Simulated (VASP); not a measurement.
Here is the system:

```
FeNi3
1.0
    3.51014     0.00000     0.00000
    0.00000     3.51014     0.00000
    0.00000     0.00000     3.51014
Fe Ni
1 3
Direct
  0.00000   0.00000   0.00000
  0.00000   0.50000   0.50000
  0.50000   0.00000   0.50000
  0.50000   0.50000   0.00000
```
Starting moments (μB, in the order of the record's atoms Fe Ni Ni Ni): 2.9 0.6 0.6 0.6.

All values below come from PBE GGA with D4 dispersion, VASP's PBE PAW potentials (set 64) (plane waves; VASP 6.6.1). Numerical set-up: 520 eV cut-off, 10×10×10 Γ-centred mesh, tetrahedra with Blöchl corrections, potentials Fe Ni.

The cores are frozen, which limits the accuracy of field gradients.

Q: Give the principal components of the electric field gradient (V/Å²) and the asymmetry η at each nucleus.

A: 
```csv
atom,Vxx,Vyy,Vzz,η
Fe1,0.0,0.0,0.0,-
Ni2,-1.4,-1.4,2.7,0.00
Ni3,-1.4,-1.4,2.7,0.00
Ni4,-1.4,-1.4,2.7,0.00
```

The compound is Ni3Fe in the L1_2 structure. It was relaxed first.
